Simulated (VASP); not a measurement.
Output of a VASP run:

File OSZICAR:
```
       N       E                     dE             d eps       ncg     rms          rms(c)
DAV:   1     0.424295540088E+03    0.42430E+03   -0.22507E+04  1456   0.270E+03
DAV:   2     0.364716790368E+02   -0.38782E+03   -0.38209E+03  1536   0.613E+02
DAV:   3    -0.238474664265E+02   -0.60319E+02   -0.59509E+02  1728   0.202E+02
DAV:   4    -0.264821096950E+02   -0.26346E+01   -0.26306E+01  1672   0.462E+01
DAV:   5    -0.265495838526E+02   -0.67474E-01   -0.67469E-01  1848   0.764E+00    0.117E+01
DAV:   6    -0.227786155653E+02    0.37710E+01   -0.26980E+01  2424   0.534E+01    0.487E+00
DAV:   7    -0.227490776602E+02    0.29538E-01   -0.25003E+00  1664   0.102E+01    0.260E+00
DAV:   8    -0.227556271439E+02   -0.65495E-02   -0.67095E-01  2072   0.581E+00    0.112E+00
DAV:   9    -0.227290764573E+02    0.26551E-01   -0.20533E-01  2232   0.410E+00    0.279E-01
DAV:  10    -0.227321072128E+02   -0.30308E-02   -0.24844E-02  2000   0.132E+00    0.255E-01
DAV:  11    -0.227306370357E+02    0.14702E-02   -0.97195E-03  2224   0.870E-01    0.316E-02
DAV:  12    -0.227307475258E+02   -0.11049E-03   -0.94366E-04  1568   0.192E-01    0.526E-02
DAV:  13    -0.227307275809E+02    0.19945E-04   -0.16731E-04  2192   0.142E-01    0.672E-03
DAV:  14    -0.227307277972E+02   -0.21629E-06   -0.12456E-05  1696   0.302E-02    0.445E-03
DAV:  15    -0.227307280304E+02   -0.23317E-06   -0.14762E-06  2184   0.146E-02    0.227E-03
DAV:  16    -0.227307281864E+02   -0.15598E-06   -0.87908E-08  1056   0.312E-03    0.207E-03
DAV:  17    -0.227307281492E+02    0.37173E-07   -0.39202E-07  1400   0.426E-03
   1 F= -.22730728E+02 E0= -.22730728E+02  d E =-.342698E-12
```

### OUTCAR
```
------------------------ aborting loop because EDIFF is reached ----------------------------------------
  FORCE on cell =-STRESS in cart. coord.  units (eV):
  Direction    XX          YY          ZZ          XY          YZ          ZX
  --------------------------------------------------------------------------------------
  Total       -0.0178794     -0.0178794     -0.0360535      0.0000000     -0.0000000      0.0000000
  in kB       -0.3789818     -0.3789818     -0.7642120      0.0000000     -0.0000000      0.0000000
  external PRESSURE =      -0.5073919 kB  Pullay stress =       0.0000000 kB
  volume of cell :       75.59
      direct lattice vectors                 reciprocal lattice vectors
     3.867791774  0.000000000  0.000000000     0.258545459  0.000000000  0.000000000
     0.000000000  3.867791774  0.000000000     0.000000000  0.258545459  0.000000000
     0.000000000  0.000000000  5.052641545     0.000000000  0.000000000  0.197916276
 POSITION                                       TOTAL-FORCE (eV/Angst)
 -----------------------------------------------------------------------------------
      1.93390      0.00000      3.88964        -0.000000      0.000000      0.000402
      0.00000      1.93390      1.16300         0.000000      0.000000     -0.000402
      1.93390      1.93390      0.00000         0.000000      0.000000      0.000000
      0.00000      0.00000      0.00000         0.000000     -0.000000      0.000000
 -----------------------------------------------------------------------------------
    total drift:                                0.000000     -0.000000     -0.000000
  FREE ENERGIE OF THE ION-ELECTRON SYSTEM (eV)
  ---------------------------------------------------
  free  energy   TOTEN  =       -22.7307281492 eV

  energy  without entropy=      -22.7307281492  energy(sigma->0) =      -22.73072815
```
(Selected blocks of OUTCAR.)

**POSCAR**
```
SnO
1
    3.8677917736     0.0000000000     0.0000000000
    0.0000000000     3.8677917736    -0.0000000000
    0.0000000000    -0.0000000000     5.0526415445
Sn O
2 2
Direct
  0.5000000000   0.0000000000   0.7698230672
  1.0000000000   0.5000000000   0.2301769328
  0.5000000000   0.5000000000   1.0000000000
  0.0000000000   1.0000000000   1.0000000000
```

Problem. Write an INCAR and KPOINTS that could have produced this output.

Solution. This is not unique; one that fits is the input of the run itself, PBE GGA, plane waves, VASP's PBE PAW potentials (set 64).

### INCAR
```
ENCUT  =  600   # plane-wave cut-off (eV)
NELM  =  100   # most electronic steps
LASPH  =  T   # aspherical one-centre terms
LWAVE  =  F
LREAL  =  F   # projection in real space or not
ALGO  =  Normal
LCHARG  =  F
LMAXMIX  =  4
SIGMA  =  0.05
ISMEAR  =  0   # Gaussian
PREC  =  Accurate
SYSTEM  =  SnO
ISIF  =  2   # forces and stress, cell fixed
GGA  =  PE
EDIFF  =  1E-7   # SCF stop (eV)
```

File KPOINTS:
```
kpoints
0
G
 6 6 4
```

POTCAR, in this order: Sn_d O (PBE.64 set). Program: vasp_std.

Without a dispersion term in the relaxation, distances and binding between the weakly bound layers, chains or molecules are unreliable, and so is what depends on them.

The compound is SnO in the litharge structure. It was relaxed first, which changed the volume by +8 %.
